Why should a crystal that nobody touches go from being pulled to being squeezed when only the fineness of the calculation changes? Here zinc sulfide keeps the same cell and atoms throughout. At the lowest cutoff the pressure is wrong by several GPa, at the next three by about a quarter of a GPa, and from 520 eV on it holds to about 0.02 GPa.

VASP 6.6.1, plane-wave DFT with the PBE functional and the recommended PAW PBE potentials (Zn, S), for zinc-blende ZnS in a fixed two-atom cell at 19.73 Å³/atom. All runs are without spin polarisation and use an 8 × 8 × 8 k-point mesh and Gaussian smearing of 0.02 eV. Pressure is positive in compression.

```csv
wave cutoff,pressure (GPa)
250 eV,-2.790
300 eV,1.540
350 eV,1.570
400 eV,1.540
450 eV,1.680
520 eV,1.770
600 eV,1.780
700 eV,1.790
```

The wave cutoff is the highest kinetic energy of the plane waves from which the electron waves are built. Positive pressure means that the crystal pushes outwards. At 250 eV the sign is negative, as if the crystal were under tension, and the value lies 4.58 GPa below that at 700 eV. This tension is an artefact of too few waves: 250 eV is below the default cutoff of the zinc potential, from memory roughly 280 eV.

The error arises because the program finds the pressure by asking how the energy changes when the cell is stretched with the same set of plane waves. Stretching lengthens every wave and lowers its kinetic energy, so the effective cutoff $E_\text{cut}$ falls as $V^{-2/3}$, where $V$ is the cell volume. A lower cutoff describes the electrons less well and raises the energy $E$. The crystal therefore seems to resist stretching more than it should, and the pressure comes out too low. This is known as Pulay stress:

$$P_\text{computed} = P_\text{fixed cutoff} + \frac{2}{3}\,\frac{E_\text{cut}}{V}\,\frac{dE}{dE_\text{cut}}$$

The last term is negative as long as the energy still falls with the cutoff. The first term should be close to the converged pressure, because the energy error at a fixed cutoff usually depends little on volume.

The formula can be tried on the step from 250 to 300 eV, with no adjustable constant. The printed energy falls by 0.029 eV over 50 eV, a slope of about $-0.0006$. With a mid-step cutoff of 275 eV and a volume of $2 \times 19.73$ Å³, the last term is about $-0.0027$ eV/Å³, or $-0.4$ GPa. The pressure actually missing, averaged over the two ends of the step, is 2.4 GPa.

That average is crude for so steep a fall, but the next step, where the pressure hardly changes, shows the same shortfall: 0.03 GPa estimated against 0.24 GPa missing. The likely reason is that VASP corrects its printed energy for the cutoff error of the free atoms. The correction does not depend on the cell volume, so it flattens the energy curve but leaves the pressure error in place. Its size is not given for these runs, so this step rests on how the program works and not on a test. Read backwards, the pressures ask for an energy fall of some tens of meV between 300 and 700 eV, where the printed energy falls by only 3 meV.

The three rows from 300 to 400 eV are the more dangerous ones, because they look converged. They agree within 0.03 GPa, yet each is 0.22 to 0.25 GPa below the value at 700 eV. The formula shows how this can happen: the pressure error follows the slope of the energy at the cutoff, not the amount of energy still missing. It need not fade smoothly, and it can pause wherever the slope times the cutoff stays nearly constant.

The energy levels suggest which electrons are responsible. Between 300 and 600 eV the zinc 3d levels at the zone centre drop by 23 to 26 meV, the top of the valence band by only 7 meV. The 3d shell is compact and needs short waves. Perhaps the pause reflects a bump in the short-wave tail of the smoothed 3d functions, but that is a guess. The dip of 0.03 GPa at 400 eV could belong to the same bump or come from the real-space grids, which change with the cutoff; these runs do not tell the two apart.

For lattice constants the damage can be put in ångströms. With a bulk modulus of roughly 70 GPa, a recalled value, the pressure at 250 eV points to a relaxed cube edge near 5.33 Å, that at 700 eV to 5.45 Å. Relaxing at the lowest cutoff would thus be expected to shrink a cell that ought to grow, and to end about 2 % too short. The error should be somewhat smaller if the same set of waves is kept throughout, because shrinking the cell raises the effective cutoff. At 300 eV the same estimate is off by only about 0.1 %. The 1.79 GPa left at 700 eV is not a cutoff error: the given cell is about 1 % shorter along each edge than this functional prefers.

In practice, test the pressure itself, and compare with a much higher cutoff instead of the next one up. For this crystal and these potentials, 520 eV is enough for pressures good to a few hundredths of a GPa. If only a low cutoff is affordable, compute energies at several volumes with the cutoff held fixed and take the pressure from that curve, which avoids most of the error. The printed analysis below gives the comparison step by step.

The analysis program printed:

```
Distance from the 700 eV row, and step estimates (step ending at the row):
     row  missing_pressure_GPa  energy_meV  gap_meV  step_mean_missing_GPa  step_from_energy_GPa
  250 eV                  4.58       32.42     -3.8                    n/a                   n/a
  300 eV                  0.25       3.369     -8.7                  2.415                0.4325
  350 eV                  0.22        1.57     -4.7                  0.235               0.03165
  400 eV                  0.25       1.422     -2.1                  0.235              0.003005
  450 eV                  0.11       0.684     -0.9                   0.18               0.01698
  520 eV                  0.02      -0.027     -0.4                  0.065               0.01333
  600 eV                  0.01      -0.026     -0.1                  0.015            -1.895e-05
  700 eV                     0           0        0                  0.005            -0.0004575
Pressure rise from 250 to 300 eV in GPa: 4.33
Spread of pressure over 300 to 400 eV in GPa: 0.03
Spread of pressure over 520 to 700 eV in GPa: 0.02
Factor by which the missing pressure falls from 250 to 300 eV: 18.32
Missing pressure at 400 eV if that factor held for each 50 eV in GPa: 0.0007449
Printed energy fall from 250 to 300 eV in meV per cell: 29.05
Printed energy fall from 300 to 700 eV in meV per cell: 3.369
Energy fall from 300 to 700 eV asked for by the pressures in meV (order of magnitude): 37.89
Shift of the Zn 3d triplet from 300 to 600 eV in meV: -22.6
Shift of the Zn 3d doublet from 300 to 600 eV in meV: -25.6
Shift of the valence-band top from 300 to 600 eV in meV: -6.7
Shift of the S 3s-like level from 300 to 600 eV in meV: 1
Rough zero-pressure cube edge from the 250 eV pressure in angstrom: 5.332
Rough zero-pressure cube edge from the 300 eV pressure in angstrom: 5.444
Rough zero-pressure cube edge from the 700 eV pressure in angstrom: 5.45
```
